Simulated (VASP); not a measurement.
RuSe (relaxed from the rock salt structure, space group Fm-3m): computed properties

Level of theory: PBE GGA, VASP's PBE PAW potentials (set 64) (plane waves; VASP).

For RuSe, the space group is Fm-3m (225), the cell is a = 5.1394 Å, b = 5.1394 Å, c = 5.1394 Å, α = 90.00°, β = 90.00°, γ = 90.00° and the volume per atom is 16.97 Å³/atom. The band gap (over mesh and band path) comes out as none (metal, semimetal or under 0.01 eV) and the density is 8.81 g/cm³.

```yaml
crystal:
  lattice:
    - [0.00000, 2.56970, 2.56970]
    - [2.56970, 0.00000, 2.56970]
    - [2.56970, 2.56970, 0.00000]
  atoms:
    - { symbol: Ru, position: [0.00000, 0.00000, 0.00000] }
    - { symbol: Se, position: [0.50000, 0.50000, 0.50000] }
```

The structure was generated: RuSe was put into the rock salt type (Fm-3m), which need not be its known phase. It was relaxed first, which changed the volume by -28 %. Symmetry was kept, so distortions that lower it aren't found.
